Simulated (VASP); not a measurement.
```yaml
crystal:
  lattice:
    - [2.69554, 0.00000, 0.00000]
    - [-1.34777, 2.33441, 0.00000]
    - [0.00000, 0.00000, 5.10147]
  atoms:
    - { symbol: Cr, position: [0.00000, 0.00000, 0.00000] }
    - { symbol: Cr, position: [0.00000, 0.00000, 0.50000] }
    - { symbol: N, position: [0.33333, 0.66667, 0.25000] }
    - { symbol: N, position: [0.66667, 0.33333, 0.75000] }
```

The numbers are results of r2SCAN meta-GGA, VASP's PBE PAW potentials (set 64) (plane waves; VASP), not measurements. Numerical set-up: 520 eV cut-off, 15×15×7 Γ-centred mesh, tetrahedra with Blöchl corrections, potentials Cr_pv N.

Give the energies of bands 10 to 20 at the high-symmetry points, in eV from the Fermi level.

| band | Γ | M | K | A | L | H |
|---|---|---|---|---|---|---|
| 10 | -5.36 | -7.43 | -7.79 | -7.01 | -8.42 | -7.75 |
| 11 | -5.36 | -6.58 | -7.58 | -4.23 | -6.10 | -6.42 |
| 12 | -3.83 | -5.93 | -6.37 | -4.23 | -6.10 | -6.42 |
| 13 | -3.01 | -5.16 | -6.37 | -4.23 | -4.85 | -6.22 |
| 14 | -1.45 | -3.60 | -4.66 | -4.23 | -4.85 | -6.22 |
| 15 | -1.45 | -3.00 | -0.80 | -0.75 | -2.31 | -1.31 |
| 16 | -1.32 | -1.91 | -0.80 | -0.75 | -2.31 | -1.31 |
| 17 | -1.32 | 0.19 | 0.02 | -0.75 | 0.92 | 0.63 |
| 18 | -1.27 | 0.81 | 0.02 | -0.75 | 0.92 | 0.63 |
| 19 | -1.27 | 1.09 | 0.03 | -0.63 | 1.29 | 1.26 |
| 20 | 0.57 | 1.44 | 1.33 | -0.63 | 1.29 | 1.26 |

It has no gap at this level: it comes out as a metal or semimetal.

The structure was generated: CrN was put into the NiAs type type (P6_3/mmc), which need not be its known phase. It was relaxed first, which changed the volume by -29 %. The run is not spin-polarised, so no magnetic state was tried.
